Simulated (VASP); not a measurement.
**AgB4: relaxation of cell and atoms with PBE**

AgB4:

```
CELL_PARAMETERS angstrom
3.03213 0.00000 0.00000
-1.51607 2.62591 0.00000
0.00000 0.00000 5.69874
ATOMIC_POSITIONS crystal
Ag 0.00000 0.00000 0.00000
B 0.33333 0.66667 0.66495
B 0.66667 0.33333 0.66495
B 0.33333 0.66667 0.33505
B 0.66667 0.33333 0.33505
```

The cell was built by a generator and needn't be a form met in nature.

| Property | Result |
| --- | --- |
| Program | VASP 6.6.1 |
| Task | relaxation of cell and atoms |
| Functional | PBE |
| Potentials or basis | VASP PAW PBE potentials, release 64 (Ag, B) |
| Cutoff | 600 eV |
| k mesh | 7 × 7 × 4 |
| Occupations | fermi-dirac, width 0.05 eV |
| Spin | no spin polarisation |
| Further INCAR settings | ALGO = Normal; EDIFF = 1e-06; IBRION = 2; EDIFFG = -0.02; NSW = 40; ISIF = 3 |

```json
{
  "Relaxed volume": "9.46 Å³/atom",
  "Relaxed cell": "a = 3.038 Å, b = 3.038 Å, c = 5.915 Å, α = 90.00°, β = 90.00°, γ = 120.00°",
  "Space group after relaxing (to 0.05 Å)": "P6/mmm (No. 191)",
  "Energy gained by relaxing": "6.8 meV/atom",
  "Ionic steps": "11",
  "Pressure after relaxing": "-0.1 GPa",
  "Band gap on the k mesh": "none (metal or under the smearing width)"
}
```

Stress tensor (GPa, compression positive):
```
-0.29  0.00  0.00
 0.00 -0.29  0.00
 0.00  0.00  0.19
```

Step by step:
| step | energy change (eV) | largest force (eV/Å) | pressure (GPa) | volume (Å³) |
| --- | --- | --- | --- | --- |
| 1 | 0.0000 | 0.0464 | 5.21 | 45.37 |
| 2 | -0.0205 | 0.0416 | -2.11 | 47.34 |
| 3 | -0.0236 | 0.0176 | -0.25 | 46.81 |
| 4 | -0.0290 | 0.0785 | -0.27 | 46.95 |
| 5 | -0.0299 | 0.1079 | -0.23 | 47.02 |
| 6 | -0.0300 | 0.1185 | -0.25 | 47.04 |
| 7 | -0.0322 | 0.0489 | 0.26 | 46.98 |
| 8 | -0.0327 | 0.0010 | 0.63 | 46.93 |
| 9 | -0.0332 | 0.0299 | -0.13 | 47.20 |
| 10 | -0.0332 | 0.0279 | -0.09 | 47.18 |
| 11 | -0.0338 | 0.0003 | -0.13 | 47.28 |

Final structure:
```
Ag B
1.0
     3.03825    0.00000    0.00000
    -1.51913    2.63121    0.00000
     0.00000    0.00000    5.91479
Ag B
1 4
Direct
  0.00000 0.00000 0.00000
  0.33333 0.66667 0.66263
  0.66667 0.33333 0.66263
  0.33333 0.66667 0.33737
  0.66667 0.33333 0.33737
```

Levels at points of the mesh, in eV from the Fermi level:
```
           k point  band 8  band 9  band 10  band 11  band 12  band 13  band 14  band 15
(0.00, 0.00, 0.00)   -4.39   -0.55    -0.55     1.64     1.64     3.05     4.03     4.74
(0.00, 0.00, 0.50)   -4.39   -0.71    -0.71    -0.71     1.85     1.85     4.75     6.65
```

Run time: 82 s on 1 thread of Intel(R) Xeon(R) 6975P-C (Granite Rapids) (shared host), peak memory 0.2 GiB.
